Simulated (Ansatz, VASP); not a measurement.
# Mo (free-standing square Mo monolayer, spacing 2.904 A): VASP beside Ansatz

Aim: how closely do two programs agree when they are given the same cell, functional and k mesh? The cell is taken from a series of runs on this material, whose earlier steps may have relaxed, scaled, displaced or heated it; both programs get it as it stands.

Program: Ansatz 0.2.0. Level of theory: plane waves, with VASP 6.6.1 beside it; single point at PBE. Results are calculated unless marked as measured.

## 1. The structure

The cell holds 1 atom: 1 Mo. Its edges and angles: a = 2.904 Å, b = 2.904 Å, c = 14.000 Å, α = 90.0°, β = 90.0°, γ = 90.0°. As first built, before any earlier steps moved the atoms (in the runner's words): model lattice. Vacuum lies along c.

## 2. Ansatz: single point, PBE, pair 1

Ansatz runs on its PAW soft_1 files.

A single point gives forces, pressure and levels at one fixed geometry, so differences don't come from the geometry; what else differs is listed under the comparison.

File input.yaml:

```yaml
crystal:
  lattice:
    - [2.904, 0.0, 0.0]
    - [0.0, 2.904, 0.0]
    - [0.0, 0.0, 14.0]
  atoms:
    - { symbol: Mo, position: [0.0, 0.0, 0.5], spin: 1.0 }
magnetization:
  spin_polarized: true
kpoints:
  mp_grid: { grid: [10, 10, 1] }
hamiltonian:
  xc: pbe
  pseudopotentials: { kind: paw, azcp: { folder: soft_1 } }
scf:
  occupations: { method: fermi_dirac, width: 0.05 }
  max_iter: 120
  convergence: { dr2_threshold: 1.0e-08 }
  lower_state_search: "off"
```

Started as:

```console
$ ansatz run input.yaml --threads 4 --pin off --max-ram 8192MiB --backend cpu --events-out ev --progress --plain --runs-dir out
```

Numbers of over 12 decimals in the logs are rounded to 6 here.

Output:

```text
Engine: ansatz 0.2.0, aarch64-unknown-linux-gnu
Pseudopotentials: kind: paw
Pseudopotential: Mo, paw, valence charge 14, recommended cutoff 420 eV (normal), soft_1/Mo.paw.azcp
Functional definition: PBE
  parameter kappa = 0.804
  parameter beta = 0.066725
  exchange = pbe_x(kappa = kappa, mu = beta*pi^2/3)
  correlation = pbe_c(beta = beta)
Crystal: 1 atoms, lattice volume = 118.065 Å³
Basis set: ecut = 420 eV, 2291 PW (Γ)
Bands: 12, of which v1, the nominal top of the filled ones, is band 7 counted from 1 (6 counted from 0)
Symmetry: 16 space group operations
Space group: P4/mmm (ITA 123), of the structure as read, at distance tolerance 4.9e-5 Å
Magnetic group: BNS 123.339 (UNI 999), of the structure as read, at distance tolerance 4.9e-5 Å
k-points: 21 of 100
Non-local potential: Mo, projectors of the file, l = 0: 3, l = 1: 2, l = 2: 2, l = 3: 1
PAW form: soft (Blöchl's): semilocal exchange-correlation on the pseudo side does not see the compensation charge
PAW one-centre angular grid: Mo, 590 points (default); XC on 64 Gauss nodes
Initial density: superposition of atomic densities (neutral atoms: chi_scale 0, normalization atom)
Starting moments: Σ|m| = 1 μB on 1 of 1 site
Initial wavefunctions: pseudopotential atomic-orbital guess
Functional: x = pbe(κ = 0.804, μ = 0.219515), c = pbe(β = 0.066725)
SCF iter   1: F=—  HF=-4952.490877 eV  |F-HF|=—  |Δ(HF+E_count)|=         —  Δρ=2.84e-2 (↑2.84e-2 ↓1.53e-2)  dr2=1.81e0  dr2_m=2.46e-1  M=0.401 μB ∫|m|=0.403 μB  β_m=0.30  ethr=3.10e-3  ⟨swp⟩=5.7  Hψ=2949  notcnv=0
preconditioner: auto → LDOS  [metal: Δε(μ)=0.045 eV  Ē_g=4.489 eV  σ=0.050 eV  W_gap=0.22  n_scr=8 (ndim 8)  ℏωp=8.4 eV  f_vac=0.645  D(μ)=2.16/eV (n_scr^D=8)]
spin=Collinear: LDOS preconditioning applied to the charge; magnetization (m = ρ↑ − ρ↓) channel mixes plain (no charge-response kernel on spin).
SCF iter   2: F=—  HF=-4952.235742 eV  |F-HF|=—  |Δ(HF+E_count)|=   2.55e-1  Δρ=1.94e-2 (↑1.94e-2 ↓1.13e-2)  dr2=8.95e-1  dr2_m=1.20e-1  M=0.413 μB ∫|m|=0.414 μB  β_m=0.30  ethr=3.10e-3  ⟨swp⟩=2.6  Hψ=1099  notcnv=0  defer=2
SCF iter   3: F=—  HF=-4952.002096 eV  |F-HF|=—  |Δ(HF+E_count)|=   2.34e-1  Δρ=8.26e-3 (↑6.23e-3 ↓8.26e-3)  dr2=4.35e-2  dr2_m=4.12e-2  M=0.522 μB ∫|m|=0.522 μB  β_m=0.30  ethr=3.10e-3  ⟨swp⟩=2.9  Hψ=971  notcnv=0  defer=2
SCF iter   4: F=—  HF=-4952.036875 eV  |F-HF|=—  |Δ(HF+E_count)|=   3.48e-2  Δρ=5.34e-3 (↑5.34e-3 ↓4.75e-3)  dr2=1.69e-2  dr2_m=2.44e-2  M=0.502 μB ∫|m|=0.502 μB  β_m=0.30  ethr=3.11e-4  ⟨swp⟩=2.7  Hψ=1266  notcnv=0
SCF iter   5: F=—  HF=-4952.045967 eV  |F-HF|=—  |Δ(HF+E_count)|=   9.09e-3  Δρ=3.76e-3 (↑3.76e-3 ↓3.52e-3)  dr2=1.79e-3  dr2_m=1.36e-2  M=0.493 μB ∫|m|=0.493 μB  β_m=0.30  ethr=1.20e-4  ⟨swp⟩=2.2  Hψ=824  notcnv=0
SCF iter   6: F=—  HF=-4952.049988 eV  |F-HF|=—  |Δ(HF+E_count)|=   4.02e-3  Δρ=2.80e-3 (↑2.80e-3 ↓2.60e-3)  dr2=3.58e-4  dr2_m=7.80e-3  M=0.486 μB ∫|m|=0.486 μB  β_m=0.30  ethr=1.28e-5  ⟨swp⟩=2.0  Hψ=839  notcnv=0
SCF iter   7: F=—  HF=-4952.051751 eV  |F-HF|=—  |Δ(HF+E_count)|=   1.76e-3  Δρ=2.06e-3 (↑2.02e-3 ↓2.06e-3)  dr2=3.78e-5  dr2_m=4.47e-3  M=0.482 μB ∫|m|=0.482 μB  β_m=0.30  ethr=2.56e-6  ⟨swp⟩=2.3  Hψ=806  notcnv=0
Mixer restart at iter 7: flushing history
spin-set hold released at iteration 7 (site moments contracting): the magnetisation degrees of freedom join the quasi-Newton model from the next iteration; the mixer history was flushed
SCF iter   8: F=—  HF=-4952.052909 eV  |F-HF|=—  |Δ(HF+E_count)|=   1.16e-3  Δρ=1.55e-3 (↑1.53e-3 ↓1.55e-3)  dr2=3.21e-5  dr2_m=2.56e-3  M=0.480 μB ∫|m|=0.480 μB  β_m=0.65  ethr=2.70e-7  ⟨swp⟩=2.1  Hψ=802  notcnv=0
SCF iter   9: F=—  HF=-4952.055148 eV  |F-HF|=—  |Δ(HF+E_count)|=   2.24e-3  Δρ=3.79e-4 (↑3.79e-4 ↓3.48e-4)  dr2=1.18e-5  dr2_m=1.40e-4  M=0.487 μB ∫|m|=0.487 μB  β_m=0.82  ethr=2.29e-7  ⟨swp⟩=3.0  Hψ=1186  notcnv=0
[...]
SCF iter  36: F=—  HF=-4952.054695 eV  |F-HF|=—  |Δ(HF+E_count)|=   6.68e-4  Δρ=3.42e-4 (↑3.42e-4 ↓2.97e-4)  dr2=2.91e-5  dr2_m=1.05e-4  M=0.453 μB ∫|m|=0.453 μB  β_m=0.13  ethr=5.86e-8  ⟨swp⟩=3.0  Hψ=1086  notcnv=0
SCF iter  37: F=—  HF=-4952.055145 eV  |F-HF|=—  |Δ(HF+E_count)|=   4.50e-4  Δρ=4.37e-4 (↑4.37e-4 ↓2.75e-4)  dr2=5.38e-5  dr2_m=1.31e-4  M=0.489 μB ∫|m|=0.489 μB  β_m=0.13  ethr=5.86e-8  ⟨swp⟩=3.0  Hψ=965  notcnv=0
SCF iter  38: F=—  HF=-4952.056528 eV  |F-HF|=—  |Δ(HF+E_count)|=   1.38e-3  Δρ=5.85e-4 (↑5.50e-4 ↓5.85e-4)  dr2=7.54e-5  dr2_m=3.34e-4  M=0.581 μB ∫|m|=0.581 μB  ethr=5.86e-8  ⟨swp⟩=1.0  Hψ=1742  notcnv=0
Mixer restart at iter 38: flushing history
iteration 38: the SCF's residuals had fallen too slowly under its mixing. It goes on by minimising its free energy, and can end on another state than longer mixing would; under `scf.algorithm: density_mixing` no SCF does so, but by `scf.convergence.dm_fallback`
SCF iter  39: F=—  HF=-4952.073753 eV  |F-HF|=—  |Δ(HF+E_count)|=   1.72e-2  Δρ=7.75e-4 (↑7.75e-4 ↓6.25e-4)  dr2=1.25e-3  dr2_m=2.78e-4  M=1.164 μB ∫|m|=1.164 μB  ethr=5.86e-8  ⟨swp⟩=4.2  Hψ=5090  notcnv=0
SCF iter  40: F=—  HF=-4952.074678 eV  |F-HF|=—  |Δ(HF+E_count)|=   9.25e-4  Δρ=2.58e-4 (↑2.58e-4 ↓2.56e-4)  dr2=3.72e-4  dr2_m=3.28e-6  M=1.231 μB ∫|m|=1.231 μB  ethr=5.86e-8  ⟨swp⟩=4.0  Hψ=2996  notcnv=0
SCF iter  41: F=—  HF=-4952.074574 eV  |F-HF|=—  |Δ(HF+E_count)|=   1.04e-4  Δρ=4.79e-5 (↑4.79e-5 ↓2.41e-5)  dr2=3.83e-6  dr2_m=9.09e-7  M=1.229 μB ∫|m|=1.229 μB  ethr=5.86e-8  ⟨swp⟩=3.1  Hψ=2334  notcnv=0
SCF iter  42: F=—  HF=-4952.074574 eV  |F-HF|=—  |Δ(HF+E_count)|=   3.24e-7  Δρ=3.50e-6 (↑2.22e-6 ↓3.50e-6)  dr2=4.46e-8  dr2_m=1.28e-9  M=1.228 μB ∫|m|=1.228 μB  ethr=2.74e-8  ⟨swp⟩=1.2  Hψ=1392  notcnv=0
SCF iter  43: F=-4952.074574 eV  HF=-4952.074574 eV  |F-HF|=1.92e-10  |Δ(HF+E_count)|=   3.26e-9  Δρ=4.42e-7 (↑4.42e-7 ↓2.95e-7)  dr2=3.50e-10  dr2_m=7.64e-11  M=1.228 μB ∫|m|=1.228 μB  ethr=7.14e-11  ⟨swp⟩=1.0  Hψ=1359  notcnv=0
SCF iter  44: F=-4952.074574 eV  HF=-4952.074574 eV  |F-HF|=1.79e-10  |Δ(HF+E_count)|=  2.18e-11  Δρ=4.40e-7 (↑4.40e-7 ↓2.97e-7)  dr2=3.39e-10  dr2_m=7.69e-11  M=1.228 μB ∫|m|=1.228 μB  ethr=2.50e-12  ⟨swp⟩=1.0  Hψ=1708  notcnv=0
SCF 1 converged in 44 iterations: F = -4952.074574 eV  dr2 = 3.39e-10
  greatest PAW one-centre occupation: 0.999 electrons in one spin orbital (limit 2), on the Mo atom at site 0 (counted from 0), in its partial waves of l = 0
SCF converged after 44 iterations
Magnetization: 1.2276 μB (7.6138 up, 6.3862 down)
Absolute magnetization: 1.2277 μB (∫|ρ↑−ρ↓|, with the PAW one-centre terms)
Spin contamination: 0.0074 ħ² per cell (⟨S²⟩ above its minimum at these occupations)
Per-site moments (μB) at R_I (Å): [(0.870596, 1.1979)]
Free energy (F): -4952.074574 eV
Harris-Foulkes:  -4952.074574 eV  (|F-HF|=1.79e-10)
Internal energy: -4952.053306 eV  (E = F + TS)
E sigma→0 (E₀):  -4952.063940 eV
Entropy (-TS):   -0.021268 eV (-21.268 meV/atom)
Fermi energy:    -1.178104 eV
--- Per-component energies (eV) ---
  E_band       = -353.712460
  E_kinetic    = 413.175731
  E_local      = -4837.978413  (includes V_loc(G=0)·N_el)
  E_nonlocal   = 151.901203
  E_hartree    = 2145.633366
  E_xc         = -170.285785
  E_vxc        = -211.603472  (∫ρ·V_xc dr)
  E_paw        = -3212.457932  (= ΣΔE_a)
  E_vpaw       = -160.475262  (= ΣTr[D̂ρ^β])
  E_aug_tail   = 0.000049  (compensation charges beyond the density's cutoff)
  E_ewald      = 557.958475
  E_smearing   = -0.021268  (= −TS)
  E_closure    = -0.000000  (closes the sum)
  Σ components = -4952.074574   (vs F -4952.074574, Δ=0.00e0)
--- Band table (eV; the first three rows and the last of 42) ---
  k-point 0 ↑: bands = [... 3 lower, -35.9491, -5.0120, -3.5264, -2.5663, -0.2832, 0.0858, 0.0858, 1.2901, ... 1 higher]
  k-point 1 ↑: bands = [... 3 lower, -35.9448, -4.7709, -3.3528, -2.4804, -0.8780, 0.1117, 0.6322, 1.0843, ... 1 higher]
  k-point 2 ↑: bands = [... 3 lower, -35.9337, -4.2107, -2.7623, -2.2225, -1.6417, 0.1803, 0.5907, 1.3761, ... 1 higher]
  k-point 20 ↓: bands = [... 3 lower, -35.5146, -3.5275, -1.4903, -1.4903, 0.9068, 3.1192, 5.2784, 5.2784, ... 1 higher]
```

## 3. VASP: single point, PBE, pair 1

The same cell, functional, mesh and smearing now go to VASP, with its own data sets.

Lines of VASP's logs that name or quote its potential files are left out, and so is its time.

File INCAR:

```
SYSTEM = Mo
PREC = Accurate
ENCUT = 400
EDIFF = 1E-06
NELM = 200
ISMEAR = -1
SIGMA = 0.05
LREAL = .FALSE.
ALGO = Normal
GGA = PE
NBANDS = 14
ISPIN = 2
MAGMOM = 0.87
LASPH = .TRUE.
LMAXMIX = 4
LORBIT = 11
LWAVE = .FALSE.
LCHARG = .FALSE.
ISIF = 2
GGA_COMPAT = .FALSE.
```

File POSCAR:

```
Mo
1.0
    2.9040000000      0.0000000000      0.0000000000
    0.0000000000      2.9040000000      0.0000000000
    0.0000000000      0.0000000000     14.0000000000
Mo
1
Direct
    0.0000000000      0.0000000000      0.5000000000
```

File KPOINTS:

```
Automatic mesh
0
Gamma
10 10 1
0 0 0
```

PAW data sets: Mo_sv (PBE family, release 64).

Started as:

```console
$ mpirun -np 1 vasp_std
```

Output:

```text
[banner, memory and clock lines left out]
running    1 mpi-ranks, on    1 nodes
 distrk:  each k-point on    1 cores,    1 groups
 distr:  one band on    1 cores,    1 groups

 POSCAR found type information on POSCAR Mo
 POSCAR found :  1 types and       1 ions
 LDA part: xc-table for (Slater+PW92), standard interpolation
 POSCAR, INCAR and KPOINTS ok, starting setup
 FFT: planning ... GRIDC
 FFT: planning ... GRID_SOFT
 FFT: planning ... GRID
 WAVECAR not read
 entering main loop
       N       E                     dE             d eps       ncg     rms          rms(c)
DAV:   1     0.364493461410E+02    0.36449E+02   -0.76139E+03  1712   0.603E+02
DAV:   2    -0.607847221304E+01   -0.42528E+02   -0.39798E+02  1494   0.157E+02
DAV:   3    -0.740046949279E+01   -0.13220E+01   -0.12426E+01  1346   0.208E+01
DAV:   4    -0.741501939590E+01   -0.14550E-01   -0.14500E-01  1364   0.219E+00
DAV:   5    -0.741521392761E+01   -0.19453E-03   -0.19449E-03  1356   0.252E-01    0.552E+00
DAV:   6    -0.691948631913E+01    0.49573E+00   -0.12511E+00  1320   0.814E+00    0.196E+00
DAV:   7    -0.690991960033E+01    0.95667E-02   -0.99055E-02  1188   0.191E+00    0.108E+00
DAV:   8    -0.693338109171E+01   -0.23461E-01   -0.38623E-02  1230   0.843E-01    0.640E-01
DAV:   9    -0.695549074345E+01   -0.22110E-01   -0.29907E-02  1278   0.705E-01    0.369E-01
DAV:  10    -0.695665074264E+01   -0.11600E-02   -0.55565E-03  1248   0.434E-01    0.253E-01
DAV:  11    -0.695189887451E+01    0.47519E-02   -0.15417E-03  1284   0.272E-01    0.198E-01
DAV:  12    -0.695525254971E+01   -0.33537E-02   -0.34926E-04  1284   0.111E-01    0.163E-01
DAV:  13    -0.695949766463E+01   -0.42451E-02   -0.34023E-03  1248   0.285E-01    0.150E-01
DAV:  14    -0.696288411892E+01   -0.33865E-02   -0.19284E-03  1194   0.254E-01    0.139E-01
[...]
DAV:  19    -0.697267669138E+01   -0.30635E-03   -0.99918E-05  1266   0.580E-02    0.223E-02
DAV:  20    -0.697276972538E+01   -0.93034E-04   -0.20199E-05  1254   0.309E-02    0.113E-02
DAV:  21    -0.697278967107E+01   -0.19946E-04   -0.36188E-06  1248   0.119E-02    0.802E-03
DAV:  22    -0.697280714199E+01   -0.17471E-04   -0.68497E-06  1290   0.161E-02    0.192E-03
DAV:  23    -0.697281816415E+01   -0.11022E-04   -0.16476E-06  1258   0.715E-03    0.123E-03
DAV:  24    -0.697282289653E+01   -0.47324E-05   -0.94935E-07  1206   0.626E-03    0.568E-04
DAV:  25    -0.697282409808E+01   -0.12016E-05   -0.25728E-07  1128   0.361E-03    0.533E-04
DAV:  26    -0.697282505903E+01   -0.96094E-06   -0.15047E-07  1062   0.230E-03
   1 F= -.69728251E+01 E0= -.69621264E+01  d E =-.213973E-01  mag=     1.2320
```

(Continued in part 2 of 2.)

[Lines on the potential files, build, host, timing and source positions are cut from VASP's logs without a mark.]

[Logs are printed without paths, hosts, clocks, repeated set-up lines and the standing remarks that a program may print on its own settings, such as how far it seeks lower states.]

[Hosts, paths, dates, database ids (printed as entryN), source tags and the programs' standing remarks are cut or masked in the printed files.]
